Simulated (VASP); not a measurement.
Here is the system:

```
Pb
1.0
    0.00000     2.44389     2.44389
    2.44389     0.00000     2.44389
    2.44389     2.44389     0.00000
Pb
1
Direct
  0.00000   0.00000   0.00000
```

Calculation: LDA (Ceperley-Alder, Perdew-Zunger), VASP's LDA PAW potentials (set 64) (plane waves; VASP). Settings: 520 eV cut-off, 13×13×13 Γ-centred mesh, first-order Methfessel-Paxton smearing of 0.10 eV, potentials Pb_d.

Unless said otherwise, spin-orbit coupling is left out, though it shifts the bands of the heavy elements here.

**Question.** Predict the energy per atom (σ→0), band gap (on the k-mesh) with the smallest direct gap where there is one.

**Answer.** 
| Property | Value |
|---|---|
| band gap (on the k-mesh) | none (metal, semimetal or under 0.01 eV) |
| energy per atom (σ→0) | -410.2 kJ/mol of atoms |

Total energies compare only between runs with the same potentials, cut-off and functional.

The compound is Pb in the fcc structure. It was relaxed first.
